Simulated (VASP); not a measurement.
Input for VASP

POSCAR:
```
Ga2O3
8.96710
  0.2786519611   0.1608797716   0.5000000000
 -0.2786519611   0.1608797716   0.5000000000
  0.0000000000  -0.3217595432   0.5000000000
Ga O
4 6
Cartesian
 -0.0056179022  -0.0024651607   1.2815990000
 -0.0060882667  -0.0060817380   0.2170695000
 -0.0059662171   0.0055585570   0.9631935000
  0.0009042256   0.0034172472   0.5390510000
  0.0913582746   0.1689041329   0.6282845000
 -0.0844318229  -0.1762877100   0.8748215000
 -0.1878498757  -0.0206119163   0.6316265000
  0.1948635456   0.0234842638   0.8694075000
  0.1161661014  -0.1603176577   0.6217400000
 -0.1133380627   0.1643999819   0.8732070000
```

**INCAR**
```
SYSTEM = Ga2O3
PREC = Accurate
ENCUT = 240
EDIFF = 1E-04
NELM = 100
ALGO = Normal
LREAL = .FALSE.
LASPH = .TRUE.
ISMEAR = 0
SIGMA = 0.01
GGA = RE
LMAXMIX = 4
LWAVE = .FALSE.
LCHARG = .FALSE.
ISIF = 2
```

**KPOINTS**
```
Automatic
0
gamma
 6 6 6
0 0 0
```

POTCAR, in this order: Ga_d O (PBE.64 set). Program: vasp_std.

Problem. Write an equivalent input for Ansatz.

Solution. One equivalent input (not run):
Ansatz 0.2 input:
```yaml
crystal:
  lattice:
    - [2.4987000, 1.4426250, 4.4835500]
    - [-2.4987000, 1.4426250, 4.4835500]
    - [0.0000000, -2.8852500, 4.4835500]
  atoms:
    - { symbol: Ga, position: [0.8417650, 0.8619260, 0.8595070] }
    - { symbol: Ga, position: [0.1274880, 0.1493370, 0.1573140] }
    - { symbol: Ga, position: [0.6371820, 0.6585930, 0.6306120] }
    - { symbol: Ga, position: [0.3645300, 0.3612850, 0.3522870] }
    - { symbol: O, position: [0.7577650, 0.4299070, 0.0688970] }
    - { symbol: O, position: [0.2490850, 0.5520860, 0.9484720] }
    - { symbol: O, position: [0.0626620, 0.7368000, 0.4637910] }
    - { symbol: O, position: [0.9535880, 0.2542800, 0.5309470] }
    - { symbol: O, position: [0.4568520, 0.0399660, 0.7466620] }
    - { symbol: O, position: [0.5490830, 0.9558200, 0.2415110] }
kpoints:
  mp_grid: { grid: [6, 6, 6] }
hamiltonian:
  xc: revpbe
  pseudopotentials: { kind: paw }
scf:
  occupations: { method: gaussian, width: 0.01 }
  max_iter: 100
output: { forces: true, stress: true, eigenvalues: true }
```
The two are equivalent in intent, not identical: each code has its own PAW files, so the cut-off isn't converted (ENCUT is set for VASP's; basis.ecutwfc is left out, and Ansatz then takes the one that its files recommend); Ansatz stops its SCF on the density residual and VASP on the energy change (EDIFF).

The structure comes from a computed database's Ga2O3 entry; how it stands against other phases isn't given here. The cell was not relaxed at this level. The run is one of a series of settings (EDIFF = 1E-04, ENCUT = 240, KPOINTS 6×6×6 Γ-centred mesh against the base run), some of them coarse on purpose.
